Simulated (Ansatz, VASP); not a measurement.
# CsZnH3 in two plane-wave programs, part 2 of 2

Aim: how closely do two programs agree when they are given the same cell, functional and k mesh? The cell is generated by rule, not measured, and may not be a known phase. The cell is taken from a series of runs on this material, whose earlier steps may have relaxed, scaled, displaced or heated it; both programs get it as it stands.

VASP 6.6.1 and Ansatz 0.2.0.

So far: The structure; Ansatz: zone-centre phonons, r2SCAN.

## Step 3: VASP: zone-centre phonons, r2SCAN

Level of this step: r2SCAN; plane waves and PAW (Cs_sv, Zn, H); invented cell (VASP).

The same cell, functional and mesh now go to VASP, with its own data sets.

Lines of VASP's logs that name or quote its potential files are left out, and so is its time.

File INCAR:

```
SYSTEM = CsZnH3
PREC = Accurate
ENCUT = 550
EDIFF = 1E-07
NELM = 120
ISMEAR = 0
SIGMA = 0.01
LREAL = .FALSE.
ALGO = Normal
METAGGA = R2SCAN
LASPH = .TRUE.
NBANDS = 34
LORBIT = 11
LWAVE = .FALSE.
LCHARG = .FALSE.
ISIF = 2
IBRION = 6
NFREE = 2
POTIM = 0.015
NSW = 1
GGA_COMPAT = .FALSE.
EFERMI = MIDGAP
LMIXTAU = .TRUE.
KPAR = 2
```

File POSCAR:

```
CsZnH3
1.0
   -2.9852846335      2.9852846335      4.4019992066
    2.9852846335     -2.9852846335      4.4019992066
    2.9852846335      2.9852846335     -4.4019992066
Cs Zn H
2 2 6
Direct
    0.7500000000      0.2500000000      0.5000000000
    0.2500000000      0.7500000000      0.5000000000
    0.0000000000      0.0000000000      0.0000000000
    0.5000000000      0.5000000000      0.0000000000
    0.7896070385      0.2103929615      0.0000000000
    0.2103929615      0.7896070385      0.0000000000
    0.6790702986      0.6790702986      0.0000000000
    0.3209297014      0.3209297014      0.0000000000
    0.2103929615      0.2103929615      0.4207859230
    0.7896070385      0.7896070385      0.5792140769
```

File KPOINTS:

```
Automatic mesh
0
Gamma
6 6 6
0 0 0
```

The projector-augmented-wave data sets are Cs_sv, Zn and H (PBE family, release 64).

Command:

```console
$ mpirun -np 2 vasp_std
```

Numbers of over 12 decimals in the logs are rounded to 6 here.

The log of the run:

```text
[banner, memory and clock lines left out]
running    2 mpi-ranks, on    1 nodes
 distrk:  each k-point on    1 cores,    2 groups
 distr:  one band on    1 cores,    1 groups

 POSCAR found type information on POSCAR CsZnH
 POSCAR found :  3 types and      10 ions
|                                                                             |
|               ----> ADVICE to this user running VASP <----                  |
|                                                                             |
|     You enforced a specific xc type in the INCAR file but a different       |
|     [... a line on the potential file left out ...]
|     I HOPE YOU KNOW WHAT YOU ARE DOING!                                     |
|                                                                             |

 LDA part: xc-table for (None), standard interpolation
 POSCAR, INCAR and KPOINTS ok, starting setup
 FFT: planning ... GRIDC
 FFT: planning ... GRID_SOFT
 FFT: planning ... GRID
 WAVECAR not read
 entering main loop
       N       E                     dE             d eps       ncg     rms          rms(c)
DAV:   1     0.283674947968E+03    0.28367E+03   -0.22008E+04  2040   0.153E+03
DAV:   2    -0.545275282463E+02   -0.33820E+03   -0.31308E+03  2188   0.337E+02
DAV:   3    -0.980515692708E+02   -0.43524E+02   -0.43084E+02  2444   0.123E+02
DAV:   4    -0.993502098629E+02   -0.12986E+01   -0.12971E+01  2368   0.217E+01
DAV:   5    -0.993596484765E+02   -0.94386E-02   -0.94371E-02  2484   0.196E+00    0.920E+00
DAV:   6    -0.919610868619E+02    0.73986E+01   -0.53756E+00  2484   0.393E+01    0.713E+00
DAV:   7    -0.886273443049E+02    0.33337E+01   -0.24171E+00  2668   0.187E+01    0.199E+00
DAV:   8    -0.891016544521E+02   -0.47431E+00   -0.14024E+00  2122   0.729E+00    0.900E-01
DAV:   9    -0.892754712728E+02   -0.17382E+00   -0.43056E-01  2094   0.485E+00    0.524E-01
DAV:  10    -0.893364033237E+02   -0.60932E-01   -0.69865E-02  2136   0.206E+00    0.197E-01
DAV:  11    -0.893431916056E+02   -0.67883E-02   -0.13558E-02  2268   0.905E-01    0.124E-01
DAV:  12    -0.893441741409E+02   -0.98254E-03   -0.15539E-03  2558   0.416E-01    0.481E-02
DAV:  13    -0.893439473472E+02    0.22679E-03   -0.90274E-04  2496   0.230E-01    0.379E-02
DAV:  14    -0.893441462956E+02   -0.19895E-03   -0.45420E-04  2124   0.181E-01    0.101E-02
DAV:  15    -0.893441797333E+02   -0.33438E-04   -0.62013E-05  2296   0.545E-02    0.434E-03
DAV:  16    -0.893441723579E+02    0.73753E-05   -0.16533E-05  2176   0.328E-02    0.264E-03
DAV:  17    -0.893441722183E+02    0.13967E-06   -0.34138E-06  2218   0.139E-02    0.680E-04
DAV:  18    -0.893441734682E+02   -0.12499E-05   -0.75555E-07  2136   0.676E-03    0.438E-04
DAV:  19    -0.893441734861E+02   -0.17926E-07   -0.13236E-07  1714   0.290E-03
   1 F= -.89344173E+02 E0= -.89344173E+02  d E =0.000000E+00
[... from here on, the cycles between the ionic steps are left out ...]
   2 F= -.89343837E+02 E0= -.89343837E+02  d E =0.000000E+00
  14 F= -.89343910E+02 E0= -.89343910E+02  d E =0.000000E+00
  15 F= -.89343850E+02 E0= -.89343850E+02  d E =0.000000E+00
  16 F= -.89344025E+02 E0= -.89344025E+02  d E =0.000000E+00
  17 F= -.89344025E+02 E0= -.89344025E+02  d E =0.000000E+00
  18 F= -.89343993E+02 E0= -.89343993E+02  d E =0.000000E+00
  19 F= -.89343993E+02 E0= -.89343993E+02  d E =0.000000E+00
  20 F= -.89343881E+02 E0= -.89343881E+02  d E =0.000000E+00
 Finite differences progress:
  Degree of freedom:  10/ 10
  Displacement:        1/  2
  Total:              19/ 20
 bond charge predicted
       N       E                     dE             d eps       ncg     rms          rms(c)
DAV:   1    -0.893426632945E+02    0.12176E-02   -0.30154E-01  2052   0.196E+00    0.201E-01
DAV:   2    -0.893426397222E+02    0.23572E-04   -0.38805E-03  2226   0.384E-01    0.119E-01
DAV:   3    -0.893432304253E+02   -0.59070E-03   -0.12191E-03  2072   0.268E-01    0.107E-02
DAV:   4    -0.893426973925E+02    0.53303E-03   -0.61557E-04  2058   0.197E-01    0.131E-02
DAV:   5    -0.893422520878E+02    0.44530E-03   -0.10402E-04  2070   0.801E-02    0.444E-03
DAV:   6    -0.893422760449E+02   -0.23957E-04   -0.24880E-05  2196   0.386E-02    0.407E-03
DAV:   7    -0.893422385358E+02    0.37509E-04   -0.81204E-06  2102   0.231E-02    0.799E-04
DAV:   8    -0.893422380468E+02    0.48904E-06   -0.64297E-07  2358   0.703E-03    0.776E-04
DAV:   9    -0.893422378852E+02    0.16160E-06   -0.82683E-08  1670   0.226E-03    0.523E-04
DAV:  10    -0.893422374466E+02    0.43855E-06   -0.30865E-08  1364   0.165E-03    0.177E-04
DAV:  11    -0.893422375244E+02   -0.77741E-07   -0.10185E-08  1088   0.845E-04
  21 F= -.89342238E+02 E0= -.89342238E+02  d E =0.000000E+00
 Finite differences progress:
  Degree of freedom:  10/ 10
  Displacement:        2/  2
  Total:              20/ 20
```

From OUTCAR (step 3):

```text
ion  position               nearest neighbor table
   1  0.750  0.250  0.500-
   2  0.250  0.750  0.500-
   3  0.000  0.000  0.000-   5 1.78   6 1.78   9 1.78  10 1.78
   4  0.500  0.500  0.000-   7 1.58   8 1.58
   5  0.790  0.210  0.000-   3 1.78
   6  0.210  0.790  0.000-   3 1.78
   7  0.679  0.679  0.000-   4 1.58
   8  0.321  0.321  0.000-   4 1.58
   9  0.210  0.210  0.421-   3 1.78
  10  0.790  0.790  0.579-   3 1.78

  LATTYP: Found a body centered tetragonal cell.
 ALAT       =     5.9705692670
 C/A-ratio  =     1.4745659952

 Subroutine GETGRP returns: Found 16 space group operations
 (whereof 16 operations were pure point group operations)

The static configuration has the point symmetry D_4h.

 Found     30 irreducible k-points:

   k-points           NKPTS =     30   k-points in BZ     NKDIM =     30   number of bands    NBANDS=     34

   dimension x,y,z NGX =    48 NGY =   48 NGZ =   48
   dimension x,y,z NGXF=    96 NGYF=   96 NGZF=   96

   ENCUT  =  550.0 eV  40.42 Ry    6.36 a.u.  11.66 11.66 11.66*2*pi/ulx,y,z

   NELECT =      48.0000    total number of electrons

 k-points in reciprocal lattice and weights: Automatic mesh
   0.00000000  0.00000000  0.00000000       0.005
   0.16666667  0.00000000 -0.00000000       0.037
   0.33333333  0.00000000  0.00000000       0.037
   0.50000000  0.00000000 -0.00000000       0.019
   0.16666667  0.16666667  0.00000000       0.037
   0.33333333  0.16666667 -0.00000000       0.074
   0.50000000  0.16666667  0.00000000       0.074
  -0.33333333  0.16666667 -0.00000000       0.074
  -0.16666667  0.16666667  0.00000000       0.019
[...]
-0.33333333 -0.33333333  0.33333333       0.009
   0.50000000  0.50000000  0.50000000       0.005

 average (electrostatic) potential at core
       1 -55.4302       2 -55.4302       3 -43.4641       4 -43.7610       5 -35.9093
       6 -35.9093       7 -37.0536       8 -36.9938       9 -35.9093      10 -35.9093

 E-fermi :   1.6548

 k-point     1 :       0.0000    0.0000    0.0000
  band No.  band energies     occupation
    ...
     20      -3.0114      2.00000
     21      -2.6025      2.00000
     22      -2.5445      2.00000
     23      -2.5445      2.00000
     24       0.6281      2.00000
     25       2.1795      0.00000
     26       4.2396      0.00000
     27       5.1037      0.00000
     28       5.1037      0.00000
     29       6.9805      0.00000
    ...

 k-point     2 :       0.1667    0.0000   -0.0000
  band No.  band energies     occupation
    ...
     20      -3.3353      2.00000
     21      -2.8114      2.00000
     22      -2.3784      2.00000
     23      -1.7665      2.00000
     24       0.5078      2.00000
     25       2.3230      0.00000
     26       3.9742      0.00000
     27       4.9820      0.00000
     28       5.3414      0.00000
     29       6.8906      0.00000
    ...

 k-point     3 :       0.3333    0.0000    0.0000
  band No.  band energies     occupation
    ...
     20      -3.7499      2.00000
     21      -2.5496      2.00000
     22      -1.9842      2.00000
     23      -1.2691      2.00000
     24       0.1962      2.00000
     25       2.7558      0.00000
     26       3.2468      0.00000
     27       5.6117      0.00000
     28       5.8328      0.00000
     29       6.5899      0.00000
    ...

  FREE ENERGIE OF THE ION-ELECTRON SYSTEM (eV)
  ---------------------------------------------------
  free  energy   TOTEN  =       -89.3422375244 eV

  energy  without entropy=      -89.3422375244  energy(sigma->0) =      -89.34223752

 Eigenvectors and eigenvalues of the dynamical matrix
 ----------------------------------------------------

   1 f  =   50.052214 THz   314.487333 2PiTHz 1669.562133 cm-1   206.999229 meV
             X         Y         Z           dx          dy          dz
      0.000000  2.985285  2.201000    -0.000000    0.000000    0.001308
      2.985285  0.000000  2.201000     0.000000   -0.000000    0.001308
      0.000000  0.000000  0.000000     0.000000    0.000000   -0.015950
      0.000000  0.000000  4.401999    -0.000000   -0.000000    0.165581
     -1.729119  1.729119  4.401999     0.000000   -0.000000    0.033851
      1.729119 -1.729119  4.401999    -0.000000    0.000000    0.033851
      0.000000  0.000000  5.978534     0.000000    0.000000   -0.695608
      0.000000  0.000000  2.825465     0.000000   -0.000000   -0.695608
      1.256166  1.256166  0.000000     0.000000    0.000000    0.033851
      1.729119  1.729119  4.401999    -0.000000   -0.000000    0.033851

   2 f  =   49.386964 THz   310.307449 2PiTHz 1647.371811 cm-1   204.247981 meV
             X         Y         Z           dx          dy          dz
      0.000000  2.985285  2.201000    -0.000000    0.000000    0.000000
      2.985285  0.000000  2.201000     0.000000   -0.000000    0.000000
      0.000000  0.000000  0.000000     0.000000    0.000000   -0.000000
      0.000000  0.000000  4.401999    -0.000000   -0.000000    0.000000
     -1.729119  1.729119  4.401999    -0.045393    0.045393   -0.000000
      1.729119 -1.729119  4.401999     0.045393   -0.045393   -0.000000
      0.000000  0.000000  5.978534     0.000000    0.000000    0.701255
      0.000000  0.000000  2.825465    -0.000000   -0.000000   -0.701255
      1.256166  1.256166  0.000000    -0.045393   -0.045393   -0.000000
      1.729119  1.729119  4.401999     0.045393    0.045393   -0.000000

   3 f  =   35.357936 THz   222.160462 2PiTHz 1179.413785 cm-1   146.228607 meV
             X         Y         Z           dx          dy          dz
      0.000000  2.985285  2.201000    -0.000000    0.000000   -0.000000
      2.985285  0.000000  2.201000     0.000000   -0.000000   -0.000000
      0.000000  0.000000  0.000000    -0.000000   -0.000000    0.000000
      0.000000  0.000000  4.401999    -0.000000    0.000000    0.000000
     -1.729119  1.729119  4.401999    -0.350627    0.350627    0.000000
      1.729119 -1.729119  4.401999     0.350627   -0.350627    0.000000
      0.000000  0.000000  5.978534     0.000000   -0.000000   -0.090786
      0.000000  0.000000  2.825465    -0.000000   -0.000000    0.090786
      1.256166  1.256166  0.000000    -0.350627   -0.350627   -0.000000
      1.729119  1.729119  4.401999     0.350627    0.350627    0.000000

   4 f  =   32.809895 THz   206.150652 2PiTHz 1094.420302 cm-1   135.690763 meV
             X         Y         Z           dx          dy          dz
      0.000000  2.985285  2.201000    -0.000804   -0.000518    0.000000
      2.985285  0.000000  2.201000    -0.000804   -0.000518    0.000000
      0.000000  0.000000  0.000000     0.053194    0.034273    0.000000
      0.000000  0.000000  4.401999    -0.044476   -0.028656    0.000000
     -1.729119  1.729119  4.401999     0.165535    0.337551   -0.000000
      1.729119 -1.729119  4.401999     0.165535    0.337551   -0.000000
      0.000000  0.000000  5.978534     0.153084    0.098633   -0.000000
      0.000000  0.000000  2.825465     0.153084    0.098633    0.000000
      1.256166  1.256166  0.000000    -0.343186   -0.452013   -0.000000
      1.729119  1.729119  4.401999    -0.343186   -0.452013   -0.000000

   5 f  =   32.809895 THz   206.150652 2PiTHz 1094.420302 cm-1   135.690763 meV
             X         Y         Z           dx          dy          dz
      0.000000  2.985285  2.201000     0.000518   -0.000804    0.000000
      2.985285  0.000000  2.201000     0.000518   -0.000804    0.000000
      0.000000  0.000000  0.000000    -0.034273    0.053194   -0.000000
      0.000000  0.000000  4.401999     0.028656   -0.044476   -0.000000
     -1.729119  1.729119  4.401999     0.452013   -0.343186    0.000000
      1.729119 -1.729119  4.401999     0.452013   -0.343186   -0.000000
      0.000000  0.000000  5.978534    -0.098633    0.153084   -0.000000
      0.000000  0.000000  2.825465    -0.098633    0.153084    0.000000
      1.256166  1.256166  0.000000    -0.337551    0.165535    0.000000
      1.729119  1.729119  4.401999    -0.337551    0.165535    0.000000

   6 f  =   28.772541 THz   180.783204 2PiTHz  959.748648 cm-1   118.993613 meV
             X         Y         Z           dx          dy          dz
      0.000000  2.985285  2.201000    -0.000000    0.000000   -0.005182
      2.985285  0.000000  2.201000     0.000000    0.000000    0.005182
      0.000000  0.000000  0.000000     0.000000   -0.000000   -0.000000
      0.000000  0.000000  4.401999    -0.000000    0.000000    0.000000
     -1.729119  1.729119  4.401999    -0.353544   -0.353544    0.000000
      1.729119 -1.729119  4.401999     0.353544    0.353544   -0.000000
      0.000000  0.000000  5.978534     0.000000   -0.000000    0.000000
      0.000000  0.000000  2.825465     0.000000   -0.000000   -0.000000
      1.256166  1.256166  0.000000    -0.353544    0.353544   -0.000000
      1.729119  1.729119  4.401999     0.353544   -0.353544    0.000000

   7 f  =   22.613324 THz   142.083704 2PiTHz  754.299289 cm-1    93.521151 meV
             X         Y         Z           dx          dy          dz
      0.000000  2.985285  2.201000     0.000451   -0.000419   -0.000000
      2.985285  0.000000  2.201000     0.000451   -0.000419   -0.000000
      0.000000  0.000000  0.000000     0.053982   -0.050128   -0.000000
      0.000000  0.000000  4.401999    -0.044235    0.041078    0.000000
     -1.729119  1.729119  4.401999    -0.097324    0.073220    0.000000
      1.729119 -1.729119  4.401999    -0.097324    0.073220    0.000000
      0.000000  0.000000  5.978534     0.379735   -0.352629    0.000000
      0.000000  0.000000  2.825465     0.379735   -0.352629    0.000000
      1.256166  1.256166  0.000000    -0.328782    0.322470    0.000000
      1.729119  1.729119  4.401999    -0.328782    0.322470    0.000000

   8 f  =   22.613324 THz   142.083704 2PiTHz  754.299289 cm-1    93.521151 meV
             X         Y         Z           dx          dy          dz
      0.000000  2.985285  2.201000    -0.000419   -0.000451    0.000000
      2.985285  0.000000  2.201000    -0.000419   -0.000451   -0.000000
      0.000000  0.000000  0.000000    -0.050128   -0.053982   -0.000000
      0.000000  0.000000  4.401999     0.041078    0.044235   -0.000000
     -1.729119  1.729119  4.401999     0.322470    0.328782   -0.000000
      1.729119 -1.729119  4.401999     0.322470    0.328782    0.000000
      0.000000  0.000000  5.978534    -0.352629   -0.379735    0.000000
      0.000000  0.000000  2.825465    -0.352629   -0.379735    0.000000
      1.256166  1.256166  0.000000     0.073220    0.097324    0.000000
      1.729119  1.729119  4.401999     0.073220    0.097324    0.000000

   9 f  =   21.597814 THz   135.703067 2PiTHz  720.425523 cm-1    89.321341 meV
             X         Y         Z           dx          dy          dz
      0.000000  2.985285  2.201000    -0.000000   -0.000000   -0.017721
      2.985285  0.000000  2.201000     0.000000   -0.000000   -0.017721
      0.000000  0.000000  0.000000    -0.000000    0.000000   -0.105742
      0.000000  0.000000  4.401999     0.000000   -0.000000   -0.076491
     -1.729119  1.729119  4.401999    -0.000000   -0.000000    0.494748
      1.729119 -1.729119  4.401999    -0.000000   -0.000000    0.494748
      0.000000  0.000000  5.978534    -0.000000    0.000000    0.040228
      0.000000  0.000000  2.825465    -0.000000    0.000000    0.040228
      1.256166  1.256166  0.000000     0.000000   -0.000000    0.494748
      1.729119  1.729119  4.401999     0.000000   -0.000000    0.494748
    [... 270 further lines ...]
      0.000000  0.000000  2.825465     0.033755   -0.037128    0.000000
      1.256166  1.256166  0.000000     0.067202   -0.076368    0.000000
      1.729119  1.729119  4.401999     0.067202   -0.076368    0.000000

 ELASTIC MODULI CONTR FROM IONIC RELAXATION (kBar)
 Direction    XX          YY          ZZ          XY          YZ          ZX
 --------------------------------------------------------------------------------
 XX        -195.0019   -104.7277    -13.3020     -0.0000     -0.0000      0.0000
 YY        -104.7277   -195.0019    -13.3020      0.0000      0.0000     -0.0000
 ZZ         -13.3020    -13.3020   -515.3675     -0.0000     -0.0000     -0.0000
 XY          -0.0000      0.0000     -0.0000  -2019.3204     -0.0000      0.0000
 YZ           0.0000      0.0000     -0.0000     -0.0000     -9.4503     -0.0000
 ZX           0.0000      0.0000     -0.0000      0.0000     -0.0000     -9.4517
 --------------------------------------------------------------------------------

 total charge
# of ion       s       p       d       tot
------------------------------------------
    1        1.852   4.712   0.052   6.617
    2        1.852   4.712   0.052   6.617
    3        0.561   0.437   9.771  10.768
    4        0.614   0.429   9.758  10.800
    5        0.519   0.005   0.000   0.524
    6        0.519   0.005   0.000   0.524
    7        0.549   0.009   0.000   0.558
    8        0.549   0.009   0.000   0.558
    9        0.519   0.005   0.000   0.524
   10        0.519   0.005   0.000   0.524
--------------------------------------------------
tot          8.052  10.328  19.633  38.013

[... 2 further parts left out ...]
```

Levels, forces or a CONTCAR printed for this step are those of its last displaced cell, not of the structure at rest.

## Step 4: Comparison

Known differences besides the potentials themselves: VASP keeps PBE cores, Ansatz makes them for the functional; fixed occupations in Ansatz, narrow Gaussian smearing in VASP; the cutoff is 500 eV in Ansatz and 550 eV in VASP; VASP uses finite displacements, Ansatz perturbation theory. Total energies have different zeros and are not compared.

Zone-centre modes by rising frequency (cm⁻¹; imaginary ones negative):

```csv
program,modes
Ansatz,"-147.5, -105.5, -105.5, 0.0, 0.0, 0.0, 73.7, 80.3, 80.3, 110.5, 115.4, 120.8, 120.8, 372.9, 482.6, 482.6, 542.8, 542.8, 595.9, 699.1, 699.1, 716.0, 755.6, 755.6, 952.8, 1087.0, 1087.0, 1167.2, 1614.7, 1636.8"
VASP,"-130.4, -130.4, -9.2, 5.1, 5.1, 50.9, 74.3, 78.1, 80.6, 80.6, 107.4, 111.5, 111.5, 376.4, 481.3, 481.3, 543.4, 543.4, 598.9, 700.6, 700.6, 720.4, 754.3, 754.3, 959.7, 1094.4, 1094.4, 1179.4, 1647.4, 1669.6"
```

The two lists differ in the order or number of single and degenerate modes, so they aren't paired one by one; the r.m.s. figure in the results sets the two lists side by side in order.

## Step 5: What came out

| Quantity | Value |
| --- | --- |
| r.m.s. difference of the optical zone-centre modes, each program's sorted by frequency (zone-centre phonons, r2SCAN) | 33 cm⁻¹ |

What this shows: The r.m.s. difference of the optical zone-centre modes, each program's sorted by frequency is 33 cm⁻¹ (zone-centre phonons, r2SCAN). What causes the difference of the zone-centre phonons, r2SCAN pair stays open here. Such differences can come from data sets, numerical settings and the points named under the comparisons, not from the functional's error against experiment.

[Lines on the potential files, build, host, timing and source positions are cut from VASP's logs without a mark.]

[Logs are printed without paths, hosts, clocks, repeated set-up lines and the standing remarks that a program may print on its own settings, such as how far it seeks lower states.]

[Hosts, paths, dates, database ids (printed as entryN), source tags and the programs' standing remarks are cut or masked in the printed files.]
